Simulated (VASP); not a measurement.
Given:

```
CELL_PARAMETERS angstrom
     -1.62500     1.62500     2.47500
      1.62500    -1.62500     2.47500
      1.62500     1.62500    -2.47500
ATOMIC_POSITIONS crystal
  In 0.00000 0.00000 0.00000
```

All values below come from MS2 meta-GGA, VASP's PBE PAW potentials (set 64) (plane waves; VASP). Run with 520 eV cut-off, 14×14×14 Γ-centred mesh, first-order Methfessel-Paxton smearing of 0.10 eV, potentials In_d.

Energy and stress use the plane-wave basis of the starting cell.

Problem. The ions, cell shape and volume are relaxed. Which structure does the run end with?

Solution. 
```
CELL_PARAMETERS angstrom
     -1.60040     1.60040     2.46548
      1.60040    -1.60040     2.46548
      1.60040     1.60040    -2.46548
ATOMIC_POSITIONS crystal
  In 0.00000 0.00000 0.00000
```
Space group I4/mmm (139), at a tolerance of 0.03 Å.

Problem. How do energy and volume change from the first to the last step?

Solution. The energy (σ→0) changes by -4.8 meV/atom and the volume by -3.4 %, in 6 ionic steps.

| step | E(σ→0) (eV) | max force (eV/Å) | pressure (GPa) | volume (Å³) |
|---|---|---|---|---|
| 1 | 0.6599 | 0.000 | -1.60 | 26.14 |
| 2 | 0.6554 | 0.000 | 0.14 | 25.17 |
| 3 | 0.6553 | 0.000 | 0.09 | 25.23 |
| 4 | 0.6553 | 0.000 | -0.02 | 25.25 |
| 5 | 0.6552 | 0.000 | -0.03 | 25.25 |
| 6 | 0.6551 | 0.000 | -0.04 | 25.26 |

The compound is In in the bct structure. This run relaxes it. Symmetry was kept, so distortions that lower it aren't found.
